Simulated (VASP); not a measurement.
```yaml
crystal:
  lattice:
    - [0.00000, 2.65651, 2.65651]
    - [2.65651, 0.00000, 2.65651]
    - [2.65651, 2.65651, 0.00000]
  atoms:
    - { symbol: Co, position: [0.00000, 0.00000, 0.00000] }
    - { symbol: Si, position: [0.25000, 0.25000, 0.25000] }
    - { symbol: Si, position: [0.75000, 0.75000, 0.75000] }
```

The numbers are results of PBEsol GGA, VASP's PBE PAW potentials (set 64) (plane waves; VASP 6.6.1), not measurements. Run with 520 eV cut-off, 10×10×10 Γ-centred mesh, first-order Methfessel-Paxton smearing of 0.10 eV, potentials Co Si.

Problem. What does the run give for the energy per atom (σ→0), band gap (on the k-mesh) with the smallest direct gap where there is one?

Solution. 
The band gap (on the k-mesh) is none (metal, semimetal or under 0.01 eV) and the energy per atom (σ→0) is -6.994 eV/atom.

Only differences to runs with the same potentials and settings are physical.

The compound is CoSi2 in the fluorite structure. It was relaxed first. The run is not spin-polarised, so no magnetic state was tried. The electron count is odd and the run is not spin-polarised, which forces a metal.
